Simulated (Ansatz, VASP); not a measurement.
**Cross-check of Ta12O29 (amorphous TaO2.42) between VASP and Ansatz**

One calculation is typed for both programs; each brings its own data sets. How far apart do they land? Of the first pair: The structure shown is the start of the Ansatz relaxation below; VASP solves that cell, so the two are compared at the walk's first step.

Calculated with Ansatz 0.2.0; plane waves, with VASP 6.6.1 beside it; single point at PBE.

## Step 1: Starting point

The cell holds 82 atoms: 24 Ta and 58 O. Cell: a = 10.545 Å, b = 10.545 Å, c = 10.545 Å, α = 90.0°, β = 90.0°, γ = 90.0°. 82 atoms (24 Ta, 58 O) packed at random and pushed apart as soft spheres at 7.46 g/cm^3; MD (Langevin at fixed volume unless said) with the MACE-MP-0b2 small potential (Batatia et al., arXiv:2401.00096), steps of 2 fs: 0.7 ps at 3200 K, 3200 to 1920 K in 0.7 ps, 1920 to 300 K in 2 ps; then atoms relaxed.

## Step 2: Ansatz: relaxation, PBE

Ansatz runs on its default PAW (the set named soft_2) files.

The two programs are compared at the cell with which this relaxation starts, whose forces are those of its first step.

input.yaml

```yaml
crystal:
  lattice:
    - [10.54504, 0.0, 0.0]
    - [0.0, 10.54504, 0.0]
    - [0.0, 0.0, 10.54504]
  atoms:
    - { symbol: Ta, position: [0.31263, 0.05676, 0.74989] }
    - { symbol: Ta, position: [0.40678, 0.54322, 0.95172] }
    - { symbol: Ta, position: [0.25607, 0.05901, 0.3107] }
    - { symbol: Ta, position: [0.7708, 0.95782, 0.66995] }
    - { symbol: Ta, position: [0.08151, 0.35919, 0.36779] }
    - { symbol: Ta, position: [0.02959, 0.42697, 0.06083] }
    - { symbol: Ta, position: [0.44696, 0.8499, 0.5292] }
    - { symbol: Ta, position: [0.80039, 0.88913, 0.18104] }
    - { symbol: Ta, position: [0.19513, 0.74227, 0.74314] }
    - { symbol: Ta, position: [0.9123, 0.70268, 0.88249] }
    - { symbol: Ta, position: [0.76383, 0.19147, 0.36887] }
    - { symbol: Ta, position: [0.71064, 0.71841, 0.44542] }
    - { symbol: Ta, position: [0.70804, 0.2836, 0.00215] }
    - { symbol: Ta, position: [0.9133, 0.50353, 0.64909] }
    - { symbol: Ta, position: [0.30507, 0.37638, 0.18208] }
    - { symbol: Ta, position: [0.43304, 0.07551, 0.0619] }
    - { symbol: Ta, position: [0.07462, 0.92274, 0.04444] }
    - { symbol: Ta, position: [0.03029, 0.18793, 0.81201] }
    - { symbol: Ta, position: [0.7622, 0.22471, 0.71988] }
    - { symbol: Ta, position: [0.02917, 0.85433, 0.46658] }
    - { symbol: Ta, position: [0.46173, 0.80929, 0.18103] }
    - { symbol: Ta, position: [0.15836, 0.63877, 0.25139] }
    - { symbol: Ta, position: [0.57043, 0.47567, 0.65354] }
    - { symbol: Ta, position: [0.63051, 0.43406, 0.24931] }
    - { symbol: O, position: [0.46615, 0.65631, 0.07284] }
    - { symbol: O, position: [0.43173, 0.99069, 0.23805] }
    - { symbol: O, position: [0.27656, 0.623, 0.85303] }
    - { symbol: O, position: [0.82171, 0.56718, 0.79854] }
    - { symbol: O, position: [0.11335, 0.86989, 0.61883] }
    - { symbol: O, position: [0.6162, 0.43491, 0.05981] }
    - { symbol: O, position: [0.44637, 0.37643, 0.60508] }
    - { symbol: O, position: [0.81718, 0.83124, 0.78139] }
    - { symbol: O, position: [0.59827, 0.13265, 0.03623] }
    - { symbol: O, position: [0.09129, 0.98087, 0.35721] }
    - { symbol: O, position: [0.93363, 0.00296, 0.11592] }
    - { symbol: O, position: [0.37312, 0.37527, 0.00863] }
    - { symbol: O, position: [0.27613, 0.89611, 0.8101] }
    - { symbol: O, position: [0.6409, 0.31358, 0.83128] }
    - { symbol: O, position: [0.74765, 0.02921, 0.29144] }
    - { symbol: O, position: [0.32388, 0.9464, 0.43697] }
    - { symbol: O, position: [0.85597, 0.78494, 0.03054] }
    - { symbol: O, position: [0.53622, 0.7968, 0.36754] }
    - { symbol: O, position: [0.03377, 0.44158, 0.51824] }
    - { symbol: O, position: [0.52079, 0.54481, 0.816] }
    - { symbol: O, position: [0.91253, 0.07621, 0.70268] }
    - { symbol: O, position: [0.63683, 0.83994, 0.13799] }
    - { symbol: O, position: [0.6625, 0.06854, 0.75912] }
    - { symbol: O, position: [0.04112, 0.63201, 0.71339] }
    - { symbol: O, position: [0.08738, 0.77203, 0.15267] }
    - { symbol: O, position: [0.42212, 0.90104, 0.02216] }
    - { symbol: O, position: [0.65128, 0.33405, 0.40158] }
    - { symbol: O, position: [0.09064, 0.69694, 0.41356] }
    - { symbol: O, position: [0.71796, 0.26713, 0.19619] }
    - { symbol: O, position: [0.01083, 0.50076, 0.24528] }
    - { symbol: O, position: [0.74361, 0.13963, 0.54345] }
    - { symbol: O, position: [0.37243, 0.13234, 0.89791] }
    - { symbol: O, position: [0.00939, 0.58169, 0.97806] }
    - { symbol: O, position: [0.68687, 0.5927, 0.30939] }
    - { symbol: O, position: [0.07271, 0.80709, 0.88542] }
    - { symbol: O, position: [0.83286, 0.61647, 0.53103] }
    - { symbol: O, position: [0.86241, 0.37989, 0.04784] }
    - { symbol: O, position: [0.08621, 0.32327, 0.91931] }
    - { symbol: O, position: [0.85697, 0.87229, 0.51997] }
    - { symbol: O, position: [0.63361, 0.85837, 0.57306] }
    - { symbol: O, position: [0.84601, 0.77992, 0.31204] }
    - { symbol: O, position: [0.4561, 0.43643, 0.26663] }
    - { symbol: O, position: [0.08887, 0.05358, 0.91463] }
    - { symbol: O, position: [0.73928, 0.3972, 0.6266] }
    - { symbol: O, position: [0.93603, 0.3229, 0.71042] }
    - { symbol: O, position: [0.17449, 0.16283, 0.69822] }
    - { symbol: O, position: [0.23166, 0.47113, 0.33875] }
    - { symbol: O, position: [0.35356, 0.19568, 0.18926] }
    - { symbol: O, position: [0.20857, 0.00556, 0.1347] }
    - { symbol: O, position: [0.2014, 0.21353, 0.39182] }
    - { symbol: O, position: [0.5794, 0.62126, 0.54408] }
    - { symbol: O, position: [0.33666, 0.73901, 0.61669] }
    - { symbol: O, position: [0.93119, 0.24747, 0.36269] }
    - { symbol: O, position: [0.44023, 0.00293, 0.63677] }
    - { symbol: O, position: [0.22418, 0.53232, 0.10062] }
    - { symbol: O, position: [0.31525, 0.7275, 0.26145] }
    - { symbol: O, position: [0.12859, 0.30465, 0.17565] }
    - { symbol: O, position: [0.84339, 0.19662, 0.89597] }
kpoints:
  mp_grid: { grid: [1, 1, 1] }
hamiltonian:
  xc: pbe
scf:
  occupations: { method: fermi_dirac, width: 0.025 }
output:
  forces: true
relax:
  f_tol: 0.04
  max_steps: 250
  cell: {}
```

Started as:

```
$ ansatz run input.yaml --threads 4 --pin off --max-ram 8192MiB --backend cpu --events-out ev --progress --plain --runs-dir out
```

Numbers of over 12 decimals in the logs are rounded to 6 here.

Output:

```text
Engine: ansatz 0.2.0, aarch64-unknown-linux-gnu
Pseudopotentials: kind: paw
Pseudopotential: Ta, paw, valence charge 13, recommended cutoff 420 eV (normal), Ta.paw.azcp
Pseudopotential: O, paw, valence charge 6, recommended cutoff 420 eV (normal), O.paw.azcp
Functional definition: PBE
  parameter kappa = 0.804
  parameter beta = 0.066725
  exchange = pbe_x(kappa = kappa, mu = beta*pi^2/3)
  correlation = pbe_c(beta = beta)
Crystal: 82 atoms, lattice volume = 1172.586 Å³
Basis set: ecut = 420 eV, 22983 PW (Γ), exchange–correlation on 144×144×144 points (8 copies of the dense FFT grid, shifted against one another)
Bands: 412, of which v1, the nominal top of the filled ones, is band 330 counted from 1 (329 counted from 0)
Symmetry: 1 space group operations
Space group: P1 (ITA 1), of the structure as read, at distance tolerance 1.1e-4 Å
k-points: 1
Non-local potential: Ta, projectors of the file, l = 0: 3, l = 1: 2, l = 2: 2, l = 3: 1
Non-local potential: O, projectors of the file, l = 0: 2, l = 1: 2, l = 2: 1
PAW form: soft (Blöchl's): semilocal exchange-correlation on the pseudo side does not see the compensation charge
PAW one-centre angular grid: Ta, 590 points (default); XC on 64 Gauss nodes
PAW one-centre angular grid: O, 110 points (default); XC on 64 Gauss nodes
Initial density: superposition of atomic densities (neutral atoms: chi_scale 0, normalization atom), corrected by the library's trained network
Initial wavefunctions: pseudopotential atomic-orbital guess
Functional: x = pbe(κ = 0.804, μ = 0.219515), c = pbe(β = 0.066725)
SCF iter   1: F=—  HF=-271359.756406 eV  |F-HF|=—  |Δ(HF+E_count)|=         —  Δρ=9.79e-3  dr2=2.62e0  ethr=1.77e-3  ⟨swp⟩=6.0  Hψ=1508  notcnv=0  defer=44
preconditioner: auto → LDOS  [insulator: Δε(μ)=0.069 eV  Ē_g=11.312 eV  σ=0.025 eV  W_gap=0.60  n_scr=304 (ndim 8)  ℏωp=23.5 eV  f_vac=0.161  D(μ)=33.89/eV (n_scr^D=250)  ε∞_Penn≈5.3  β→1.0]
SCF iter   2: F=—  HF=-271359.612210 eV  |F-HF|=—  |Δ(HF+E_count)|=   1.44e-1  Δρ=6.65e-3  dr2=5.90e-1  ethr=3.98e-4  ⟨swp⟩=2.0  Hψ=491  notcnv=0  defer=60
SCF iter   3: F=—  HF=-271359.560937 eV  |F-HF|=—  |Δ(HF+E_count)|=   5.13e-2  Δρ=4.43e-3  dr2=3.93e-1  ethr=8.94e-5  ⟨swp⟩=2.0  Hψ=701  notcnv=0  defer=60
SCF iter   4: F=—  HF=-271359.522961 eV  |F-HF|=—  |Δ(HF+E_count)|=   3.80e-2  Δρ=1.78e-3  dr2=7.33e-2  ethr=5.95e-5  ⟨swp⟩=2.0  Hψ=551  notcnv=0  defer=60
SCF iter   5: F=—  HF=-271359.517050 eV  |F-HF|=—  |Δ(HF+E_count)|=   5.91e-3  Δρ=9.75e-4  dr2=2.29e-2  ethr=1.11e-5  ⟨swp⟩=2.0  Hψ=574  notcnv=0  defer=60
SCF iter   6: F=—  HF=-271359.515539 eV  |F-HF|=—  |Δ(HF+E_count)|=   1.51e-3  Δρ=5.52e-4  dr2=9.79e-3  ethr=3.47e-6  ⟨swp⟩=2.0  Hψ=553  notcnv=0  defer=60
SCF iter   7: F=—  HF=-271359.514903 eV  |F-HF|=—  |Δ(HF+E_count)|=   6.36e-4  Δρ=3.73e-4  dr2=3.71e-3  ethr=1.48e-6  ⟨swp⟩=2.0  Hψ=554  notcnv=0  defer=60
SCF iter   8: F=—  HF=-271359.514517 eV  |F-HF|=—  |Δ(HF+E_count)|=   3.86e-4  Δρ=1.76e-4  dr2=9.05e-4  ethr=5.62e-7  ⟨swp⟩=2.0  Hψ=553  notcnv=0  defer=60
SCF iter   9: F=—  HF=-271359.514395 eV  |F-HF|=—  |Δ(HF+E_count)|=   1.21e-4  Δρ=1.05e-4  dr2=3.27e-4  ethr=1.37e-7  ⟨swp⟩=2.0  Hψ=415  notcnv=0  defer=60
SCF iter  10: F=—  HF=-271359.514390 eV  |F-HF|=—  |Δ(HF+E_count)|=   4.94e-6  Δρ=6.47e-5  dr2=1.32e-4  ethr=4.96e-8  ⟨swp⟩=3.0  Hψ=567  notcnv=0  defer=60
SCF iter  11: F=—  HF=-271359.514382 eV  |F-HF|=—  |Δ(HF+E_count)|=   8.69e-6  Δρ=3.76e-5  dr2=3.79e-5  ethr=2.00e-8  ⟨swp⟩=2.0  Hψ=393  notcnv=0  defer=60
SCF iter  12: F=—  HF=-271359.516963 eV  |F-HF|=—  |Δ(HF+E_count)|=   2.58e-3  Δρ=2.16e-5  dr2=1.17e-5  ethr=5.74e-9  ⟨swp⟩=2.0  Hψ=715  notcnv=0  defer=60
SCF iter  13: F=—  HF=-271359.516962 eV  |F-HF|=—  |Δ(HF+E_count)|=   6.22e-7  Δρ=1.35e-5  dr2=5.03e-6  ethr=1.78e-9  ⟨swp⟩=2.0  Hψ=505  notcnv=0  defer=60
SCF iter  14: F=—  HF=-271359.516962 eV  |F-HF|=—  |Δ(HF+E_count)|=   1.99e-7  Δρ=9.61e-6  dr2=2.45e-6  ethr=7.62e-10  ⟨swp⟩=2.0  Hψ=530  notcnv=0  defer=60
SCF iter  15: F=—  HF=-271359.516962 eV  |F-HF|=—  |Δ(HF+E_count)|=   1.89e-7  Δρ=6.26e-6  dr2=1.16e-6  ethr=3.71e-10  ⟨swp⟩=2.0  Hψ=553  notcnv=0  defer=60
SCF iter  16: F=—  HF=-271359.516962 eV  |F-HF|=—  |Δ(HF+E_count)|=   8.96e-8  Δρ=4.05e-6  dr2=4.68e-7  ethr=1.76e-10  ⟨swp⟩=2.0  Hψ=553  notcnv=0  defer=60
SCF iter  17: F=—  HF=-271359.516962 eV  |F-HF|=—  |Δ(HF+E_count)|=   3.28e-8  Δρ=2.56e-6  dr2=2.13e-7  ethr=7.09e-11  ⟨swp⟩=2.0  Hψ=553  notcnv=0  defer=60
SCF iter  18: F=-271359.516962 eV  HF=-271359.516962 eV  |F-HF|=6.88e-8  |Δ(HF+E_count)|=   7.51e-9  Δρ=1.65e-6  dr2=8.31e-8  ethr=1.52e-11  ⟨swp⟩=3.0  Hψ=1076  notcnv=0
SCF 1 converged in 18 iterations: F = -271359.516962 eV  dr2 = 8.31e-8
  greatest PAW one-centre occupation: 1.000 electrons in one spin orbital (limit 2), on the Ta atom at site 19 (counted from 0), in its partial waves of l = 0
[...]
atom  57  O     -0.00345571     0.00181847    -0.00152610
  atom  58  O      0.00031504    -0.01007086    -0.00989708
  atom  59  O      0.00498408     0.00712847     0.00406309
  atom  60  O     -0.00099702     0.00204889    -0.00060319
  atom  61  O      0.00341786     0.00168343    -0.00036120
  atom  62  O      0.00294788     0.00451691     0.00499126
  atom  63  O      0.01562252     0.00510437    -0.00948932
  atom  64  O     -0.00240855     0.00570964     0.00273282
  atom  65  O     -0.00129141    -0.00086945    -0.00289748
  atom  66  O     -0.00400460    -0.00121467     0.00165613
  atom  67  O      0.01494465     0.00318884     0.00546685
  atom  68  O     -0.00230369    -0.00243668     0.00078407
  atom  69  O      0.00574993     0.00780419     0.00109614
  atom  70  O     -0.00367369     0.00302856     0.00573087
  atom  71  O     -0.00068558     0.00093711    -0.00071901
  atom  72  O      0.00026944     0.00005546     0.00338360
  atom  73  O     -0.00772585    -0.00342240    -0.01764109
  atom  74  O      0.00175602     0.00190779     0.00266409
  atom  75  O     -0.00382743    -0.01329278     0.00838037
  atom  76  O     -0.00334680    -0.00432593     0.00032680
  atom  77  O     -0.00257919    -0.00108108     0.00185991
  atom  78  O     -0.00017367    -0.00021396     0.00293847
  atom  79  O      0.00603020    -0.00238165     0.00316006
  atom  80  O     -0.00112712    -0.00423003     0.00309872
  atom  81  O     -0.00357310     0.00042992    -0.00433575
  atom  82  O     -0.00292320     0.00569357     0.01256446
  max |Σ_I F_I| component: 6.06e-6 eV/Å
--- Stress (GPa, compression-positive) ---
        0.002106      -0.002732      -0.006270
       -0.002732       0.003678      -0.003515
       -0.006270      -0.003515      -0.002134
  P = ⅓ Tr σ = 0.0012 GPa (0.012 kbar)
--- Relaxed structure (47 steps of the walk, 39 accepted, 3 SCFs on fresh bases) ---
  F+E_penalty+E_count = -271362.43028061 eV   max|allowed force component| = 1.971e-2 eV/Å   (the final SCF, on the basis selected at the relaxed cell)
  cell:  # Å, volume = 1207.9949 Å³
    - [10.758577, -0.205550, 0.048197]
    - [-0.205550, 10.663523, -0.126246]
    - [0.048197, -0.126246, 10.535113]
  atoms:
    - { symbol: Ta, position: [0.259752, 0.050438, 0.812043] }
    - { symbol: Ta, position: [0.384378, 0.572474, 0.955378] }
    - { symbol: Ta, position: [0.251260, 0.061237, 0.320971] }
    - { symbol: Ta, position: [0.761903, 0.935847, 0.679018] }
    - { symbol: Ta, position: [0.097224, 0.361180, 0.353753] }
    - { symbol: Ta, position: [0.037254, 0.409136, 0.057139] }
    - { symbol: Ta, position: [0.420627, 0.873498, 0.563636] }
    - { symbol: Ta, position: [0.816759, 0.884432, 0.167265] }
    - { symbol: Ta, position: [0.159451, 0.726967, 0.736373] }
    - { symbol: Ta, position: [0.876740, 0.679611, 0.899127] }
    - { symbol: Ta, position: [0.790323, 0.210293, 0.336052] }
    - { symbol: Ta, position: [0.670406, 0.720472, 0.479871] }
    - { symbol: Ta, position: [0.725004, 0.281117, 0.00366862] }
    - { symbol: Ta, position: [0.901819, 0.501495, 0.618385] }
    - { symbol: Ta, position: [0.332600, 0.382330, 0.178966] }
    - { symbol: Ta, position: [0.447105, 0.085436, 0.069837] }
    - { symbol: Ta, position: [0.118688, 0.913490, 0.00972077] }
    - { symbol: Ta, position: [0.027149, 0.190388, 0.787597] }
    - { symbol: Ta, position: [0.762326, 0.227275, 0.697371] }
    - { symbol: Ta, position: [-0.000483269, 0.843006, 0.450403] }
    - { symbol: Ta, position: [0.467718, 0.824270, 0.205265] }
    - { symbol: Ta, position: [0.171008, 0.644114, 0.237160] }
    - { symbol: Ta, position: [0.587808, 0.467835, 0.707157] }
    - { symbol: Ta, position: [0.660132, 0.459231, 0.242790] }
    - { symbol: O, position: [0.451407, 0.679820, 0.080292] }
    - { symbol: O, position: [0.424448, 1.000752, 0.248400] }
    - { symbol: O, position: [0.261997, 0.618856, 0.841201] }
    - { symbol: O, position: [0.801953, 0.563175, 0.778839] }
    - { symbol: O, position: [0.069422, 0.829932, 0.615780] }
    - { symbol: O, position: [0.691507, 0.455294, 0.062524] }
    - { symbol: O, position: [0.463219, 0.371150, 0.656992] }
    - { symbol: O, position: [0.800389, 0.829630, 0.804358] }
    - { symbol: O, position: [0.605187, 0.135694, 0.00985768] }
    - { symbol: O, position: [0.093263, 0.977058, 0.383635] }
    - { symbol: O, position: [0.948349, -0.057122, 0.061518] }
    - { symbol: O, position: [0.406923, 0.402823, 0.014514] }
    - { symbol: O, position: [0.230289, 0.868445, 0.851628] }
    - { symbol: O, position: [0.659794, 0.328916, 0.830195] }
    - { symbol: O, position: [0.793609, 0.047803, 0.250596] }
    - { symbol: O, position: [0.325726, 0.978855, 0.459303] }
    - { symbol: O, position: [0.796539, 0.732628, 0.043958] }
    - { symbol: O, position: [0.523079, 0.812590, 0.399751] }
    - { symbol: O, position: [0.027297, 0.442026, 0.494436] }
    - { symbol: O, position: [0.522065, 0.569486, 0.844977] }
    - { symbol: O, position: [0.895487, 0.075112, 0.687062] }
    - { symbol: O, position: [0.637876, 0.854916, 0.177773] }
    - { symbol: O, position: [0.660551, 0.078041, 0.723324] }
    - { symbol: O, position: [0.039272, 0.590668, 0.703703] }
[...]
- { symbol: O, position: [0.589991, 0.596478, 0.574339] }
    - { symbol: O, position: [0.307337, 0.749355, 0.618304] }
    - { symbol: O, position: [0.963326, 0.237540, 0.332842] }
    - { symbol: O, position: [0.390720, -0.012053, 0.699566] }
    - { symbol: O, position: [0.229731, 0.525733, 0.086511] }
    - { symbol: O, position: [0.321104, 0.734655, 0.278465] }
    - { symbol: O, position: [0.155849, 0.307009, 0.162320] }
    - { symbol: O, position: [0.837850, 0.203868, 0.878911] }
```

[end of part 1 of 3]

[Lines on the potential files, build, host, timing and source positions are cut from VASP's logs without a mark.]

[Logs are printed without paths, hosts, clocks, repeated set-up lines and the standing remarks that a program may print on its own settings, such as how far it seeks lower states.]

[Hosts, paths, dates, database ids (printed as entryN), source tags and the programs' standing remarks are cut or masked in the printed files.]
